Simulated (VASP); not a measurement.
Input of a VASP 6.6.1 run:

File INCAR:

```
SYSTEM = AgB2
AGGAC = 0.0
ALGO = Normal
EDIFF = 1E-6
EDIFFG = -0.02
ENCUT = 600
GGA = BO
IBRION = 2
ISIF = 3
ISMEAR = -1
LASPH = .True.
LCHARG = .False.
LREAL = .False.
LUSE_VDW = .True.
LWAVE = .False.
NELM = 80
NSW = 40
PARAM1 = 0.1833333333
PARAM2 = 0.22
PREC = Accurate
SIGMA = 0.05
```

File KPOINTS:

```
k-points
0
Gamma
  10 10 8
  0 0 0
```

The input POSCAR:

```
AgB2
1.0
    3.0000000000      0.0000000000      0.0000000000
   -1.5000000000      2.5980762114      0.0000000000
    0.0000000000      0.0000000000      3.2400000000
Ag B
1 2
Direct
    0.0000000000      0.0000000000      0.0000000000
    0.6666666667      0.3333333333      0.5000000000
    0.3333333333      0.6666666667      0.5000000000
```

Potentials or basis: VASP PAW PBE potentials, release 64 (Ag, B).

The run is started by

```bash
$ cat potpaw_PBE.64/Ag/POTCAR potpaw_PBE.64/B/POTCAR > POTCAR
$ mpirun -np 1 vasp_std > vasp.out
```

Question: Estimate the band gap on the k mesh.

Answer: None (metal or under the smearing width).

Question: Predict the relaxed volume.

Answer: 10.80 Å³/atom.

Question: Predict the relaxed cell.

Answer: a = 3.007 Å, b = 3.007 Å, c = 4.137 Å, α = 90.00°, β = 90.00°, γ = 120.00°.

Question: Estimate the space group after relaxing (to 0.05 Å).

Answer: P6/mmm (No. 191).

Stress tensor (GPa, compression positive):
```
 0.19  0.00  0.00
 0.00  0.19  0.00
 0.00  0.00 -0.03
```

Caveat: the volume moved by over 15 % at a fixed basis, so the end points are rough; the PAW data sets were made with another functional, which shifts forces and pressure a little. Zero-point motion and thermal expansion aren't in these numbers.
